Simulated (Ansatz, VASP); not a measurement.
# Cross-check of Al4Ge11O28 between VASP and Ansatz, part 2 of 2

Wanted: the spread between two codes on one cell, functional and k mesh. The structure shown is frame 58 of Ansatz's trajectory.

VASP 6.6.1 and Ansatz 0.2.0.

So far: Starting point; Ansatz: dynamics, PBE.

## (3) VASP: single point, PBE

Level of this step: PBE; plane waves and PAW (Ge_d, Al, O) (VASP).

The same cell, functional and mesh now go to VASP, with its own data sets.

Lines of VASP's logs that name or quote its potential files are left out, and so is its time.

File INCAR:

```
SYSTEM = Al4Ge11O28
PREC = Accurate
ENCUT = 520
EDIFF = 1E-06
NELM = 120
ISMEAR = 0
SIGMA = 0.01
LREAL = Auto
ALGO = Normal
GGA = PE
NBANDS = 400
LORBIT = 11
LWAVE = .FALSE.
LCHARG = .FALSE.
ISIF = 2
LASPH = .TRUE.
GGA_COMPAT = .FALSE.
EFERMI = MIDGAP
NCORE = 2
```

File POSCAR:

```
Al4Ge11O28
1.0
   10.7341600000      0.0000000000      0.0000000000
    0.0000000000     10.7341600000      0.0000000000
    0.0000000000      0.0000000000     10.7341600000
Ge Al O
22 8 56
Direct
    0.3029021367      0.4884406418      0.1686578177
    0.9316052677      0.8560241323      0.1663194884
    0.0270538170      0.8928598046      0.7059611558
    0.6458912481      0.8596853410      0.2904186261
    0.4479344448      0.9373346401      0.9581001215
    0.7777599738      0.4734604291      0.2634113894
    0.1907461786      0.1093611424      0.8422829546
    0.1248071577      0.2547288283      0.1193293187
    0.5768406657      0.9516254649      0.6704017827
    0.5030761606      0.4221196628      0.3776261952
    0.9799183169      0.6673740656      0.4071115020
    0.3178544013      0.7906720228      0.5893893886
    0.8034256989      0.5641056217      0.9590503589
    0.8511797849      0.3093674773      0.7787381593
    0.2464841217      0.0308454504      0.3035728925
    0.3520536307      0.7761762448      0.2589862644
    0.5151404488      0.1430293567      0.3302820155
    0.1012095963      0.2935581359      0.6502604768
    0.9911255282      0.0638242769      0.4701811786
    0.3701919852      0.6204025280      0.9335243745
    0.8499966462      0.1803401477      0.2273303174
    0.0474280242      0.6852702028      0.9197086684
    0.5481472234      0.3994723388      0.8589586889
    0.6112448482      0.2532662081      0.6171419096
    0.7345241733      0.7220779269      0.5686518554
    0.8686380676      0.0686127280      0.9844086542
    0.7346080178      0.8362461525      0.8425810683
    0.5828867839      0.1729804661      0.0717522377
    0.2375313951      0.5347600557      0.5266457739
    0.4895213039      0.5520692816      0.6480898366
    0.3254563003      0.0064467085      0.8646135329
    0.4248492663      0.7704002922      0.9690092192
    0.4806803700      0.5491719892      0.8307124172
    0.6556451553      0.7911098773      0.4381339574
    0.7443432928      0.1228135224      0.1007903739
    0.2133748705      0.1928329744      0.7068461808
    0.9443775759      0.9590317267      0.5868274742
    0.5823278207      0.9486256959      0.8467826080
    0.8815128524      0.0723391490      0.3546248612
    0.1319525701      0.6151762225      0.4430155690
    0.0135455406      0.2194955171      0.5208418730
    0.6383079812      0.6090742079      0.6298583215
    0.7076753095      0.8529218868      0.6772304493
    0.3862901242      0.0726279467      0.3876316358
    0.5809956252      0.0939523912      0.6065029774
    0.8447610246      0.9365241435      0.8962042675
    0.2036023312      0.6258244707      0.8789975182
    0.9606620360      0.2663925263      0.1321016270
    0.9131129031      0.5392317610      0.3124324586
    0.9592739441      0.0170800510      0.1210714206
    0.1727103006      0.8701938484      0.6144123061
    0.7417441141      0.4361775863      0.8548409936
    0.7815609233      0.3080725460      0.3066471899
    0.7678570098      0.2753732011      0.6447546897
    0.5370890689      0.2511980444      0.9376234377
    0.3599070631      0.3961651401      0.2938283014
    0.2017484368      0.3919822324      0.5888676897
    0.6350846270      0.5089545898      0.3495941927
    0.0573496203      0.0168341072      0.8132727666
    0.5146280659      0.7764184622      0.2167286495
    0.4136793191      0.5134635593      0.4961822816
    0.2173062447      0.1905691736      0.2448165483
    0.0083415936      0.8064813642      0.3082774991
    0.5002440806      0.0256005128      0.0824004859
    0.5351233818      0.3764430566      0.6963656215
    0.1602920024      0.4228183668      0.1285801590
    0.2769196658      0.6502977410      0.1938297920
    0.9594975294      0.5524791879      0.9378470230
    0.1638414184      0.2128345395      0.9678260805
    0.5417377792      0.2725690692      0.4466395135
    0.7145412403      0.6895928512      0.9138395552
    0.4207688352      0.8978159446      0.6533999866
    0.0384380333      0.7643914382      0.0607406635
    0.6457794555      0.0318050038      0.3278598419
    0.3332165721      0.6342461823      0.6508380721
    0.7284128427      0.5166496493      0.1062402647
    0.9941905096      0.3719434031      0.7393498886
    0.7676334245      0.8250855214      0.1701763342
    0.3256612534      0.7629101858      0.4259392444
    0.9849079947      0.7515166534      0.7797442930
    0.8768268779      0.2003230807      0.8924405822
    0.8921517846      0.6924435634      0.5417005150
    0.2788480887      0.9087436744      0.2021490270
    0.5406943813      0.2466145465      0.2033135336
    0.4003387317      0.4975983216      0.0363698696
    0.1338157806      0.9945501092      0.4073909836
```

File KPOINTS:

```
Automatic mesh
0
Gamma
1 1 1
0 0 0
```

The projector-augmented-wave data sets are Ge_d, Al and O (PBE family, release 64).

Run with:

```console
mpirun -np 8 vasp_gam
```

Numbers of over 12 decimals in the logs are rounded to 6 here.

The program printed:

```text
[banner, memory and clock lines left out]
running    8 mpi-ranks, on    1 nodes
[...]
LDA part: xc-table for (Slater+PW92), standard interpolation
 POSCAR, INCAR and KPOINTS ok, starting setup
[...]
entering main loop
       N       E                     dE             d eps       ncg     rms          rms(c)
DAV:   1     0.214739347327E+05    0.21474E+05   -0.21873E+05  1032   0.417E+03
DAV:   2     0.480439341715E+04   -0.16670E+05   -0.15688E+05   800   0.121E+03
DAV:   3     0.480568074655E+02   -0.47563E+04   -0.44648E+04   888   0.386E+02
DAV:   4    -0.612431762201E+03   -0.66049E+03   -0.64496E+03   936   0.166E+02
[...]
DAV:  18    -0.557795707442E+03    0.12480E-05   -0.18559E-05  1144   0.336E-02    0.741E-03
DAV:  19    -0.557795706141E+03    0.13014E-05   -0.47954E-06   776   0.164E-02    0.277E-03
DAV:  20    -0.557795706630E+03   -0.48928E-06   -0.85712E-06   808   0.109E-02
   1 F= -.55779571E+03 E0= -.55779571E+03  d E =0.000000E+00
```

OUTCAR, selected parts (step 3):

```text
  FREE ENERGIE OF THE ION-ELECTRON SYSTEM (eV)
  ---------------------------------------------------
  free  energy   TOTEN  =      -557.7957066300 eV

  energy  without entropy=     -557.7957066300  energy(sigma->0) =     -557.79570663

[... 2 further parts left out ...]
[key lines of the parts left out:]
E-fermi :   2.2369
```

The run ends at a pressure of -1.72 GPa, with forces up to 4.0 eV/Å.

## (4) Differences

Known differences besides the potentials themselves: fixed occupations in Ansatz, narrow Gaussian smearing in VASP; the cutoff is 420 eV in Ansatz and 520 eV in VASP (PREC = Accurate, projectors in real space). Total energies have different zeros and are not compared.

Forces on 8 of the 86 atoms, those with the largest forces and the largest differences (eV/Å; atoms numbered as in POSCAR):

```
atom          Ansatz x, y, z            VASP x, y, z
 Ge3    3.076, -0.137, 0.231    3.025, -0.117, 0.194
 Ge7    1.386, -1.864, 1.303    1.383, -1.838, 1.289
 Ge9   -2.079, -0.147, 1.221   -2.090, -0.069, 1.157
Ge13   -3.492, -1.963, 0.466   -3.471, -1.933, 0.449
Ge15    0.206, 2.844, -0.143    0.169, 2.798, -0.096
Ge17    2.715, 0.423, -0.384    2.657, 0.402, -0.343
Ge18  -1.522, -1.518, -2.225  -1.414, -1.418, -2.252
 O57    1.541, 2.670, -1.396    1.444, 2.607, -1.346
```

The forces differ by 27 meV/Å r.m.s., which is 2.8 % of the r.m.s. force of 0.941 eV/Å (both taken over all components).

## (5) What came out

| Quantity | Value |
| --- | --- |
| r.m.s. force difference (single point, PBE) | 2.8 % of the r.m.s. force |

In words: The r.m.s. force difference is 2.8 % of the r.m.s. force (single point, PBE), within the 3 % picked in this series as the mark of a large difference. 2 further runs of this series are not shown here. How closely two codes agree says nothing of how well the functional describes the real material.

[Lines on the potential files, build, host, timing and source positions are cut from VASP's logs without a mark.]

[Logs are printed without paths, hosts, clocks, repeated set-up lines and the standing remarks that a program may print on its own settings, such as how far it seeks lower states.]

[Hosts, paths, dates, database ids (printed as entryN), source tags and the programs' standing remarks are cut or masked in the printed files.]
